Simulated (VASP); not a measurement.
OSZICAR of a VASP run on HgTe (relaxed from the zinc blende structure, space group F-43m):

### OSZICAR
```
       N       E                     dE             d eps       ncg     rms          rms(c)
DAV:   1     0.916328060202E+02    0.91633E+02   -0.70209E+03  1472   0.961E+02
DAV:   2    -0.910226941888E+00   -0.92543E+02   -0.88773E+02  1656   0.242E+02
DAV:   3    -0.457150368235E+01   -0.36613E+01   -0.36465E+01  1766   0.504E+01
DAV:   4    -0.460827634150E+01   -0.36773E-01   -0.36769E-01  2030   0.459E+00
DAV:   5    -0.460841047405E+01   -0.13413E-03   -0.13413E-03  1724   0.232E-01    0.754E+00
DAV:   6    -0.438886670790E+01    0.21954E+00   -0.54446E-01  1686   0.110E+01    0.605E+00
DAV:   7    -0.437934976508E+01    0.95169E-02   -0.11069E-01  1596   0.262E+00    0.226E+00
DAV:   8    -0.437738837588E+01    0.19614E-02   -0.11096E-02  1541   0.142E+00    0.626E-01
DAV:   9    -0.437714179281E+01    0.24658E-03   -0.84076E-04  1756   0.361E-01    0.126E-01
DAV:  10    -0.437714942271E+01   -0.76299E-05   -0.83855E-05  1650   0.965E-02    0.534E-02
DAV:  11    -0.437715624907E+01   -0.68264E-05   -0.23375E-05  1576   0.449E-02    0.293E-02
DAV:  12    -0.437715502466E+01    0.12244E-05   -0.40562E-06  1676   0.193E-02    0.148E-02
DAV:  13    -0.437715501774E+01    0.69174E-08   -0.28044E-07  1571   0.390E-03
   1 F= -.43771550E+01 E0= -.43771550E+01  d E =0.000000E+00
```

**Question.** Which electronic solver shows in the log?

**Answer.** It is blocked Davidson (ALGO = Normal, or the opening steps of other solvers). The INCAR had ALGO = Normal.

**Question.** Can the final energy be trusted as converged?

**Answer.** The calculation finished and met its thresholds. It stopped with EDIFF = 1E-7, NELM = 100 (PBEsol GGA, plane waves, VASP's PBE PAW potentials (set 64)).

The structure was generated: HgTe was put into the zinc blende type (F-43m), which need not be its known phase. It was relaxed first, which changed the volume by +14 %.
